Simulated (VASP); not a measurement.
Level of theory: PBEsol GGA, VASP's PBE PAW potentials (set 64) (plane waves; VASP).

The input files of a VASP run:

### POSCAR
```
Ru
1
    1.3457802094    -2.3309598510     0.0000000000
    1.3457802094     2.3309598510     0.0000000000
    0.0000000000     0.0000000000     4.2456853712
Ru
2
Direct
  0.3333330000   0.6666670000   0.2500000000
  0.6666670000   0.3333330000   0.7500000000
```

INCAR:
```
ALGO=Normal
EDIFF=1E-6
EDIFFG=-0.01
ENCUT=520
GGA=PS
IBRION=2
ISIF=3
ISMEAR=1
LASPH=.TRUE.
LCHARG=.FALSE.
LMAXMIX=4
LREAL=.FALSE.
LWAVE=.FALSE.
NELM=100
NSW=60
PREC=Accurate
SIGMA=0.1
SYSTEM=Ru
```

### KPOINTS
```
K-points
0
Gamma
14 14 8
0 0 0
```

POTCAR, in this order: Ru_pv (PBE.64 set). Program: vasp_std.

### Question
What will the output report for the number of irreducible k-points (NKPTS), largest plane-wave count, number of space-group operations, FFT grid (NGX, NGY, NGZ)?

### Answer

```
Quantity                                       Value
--------------------------------------  ------------
number of irreducible k-points (NKPTS)           120
largest plane-wave count                         735
number of space-group operations                  24
FFT grid (NGX, NGY, NGZ)                20 × 20 × 32
```

The compound is Ru in the hcp structure. This run relaxes it. Symmetry was kept, so distortions that lower it aren't found. The start is the result of an earlier pass.
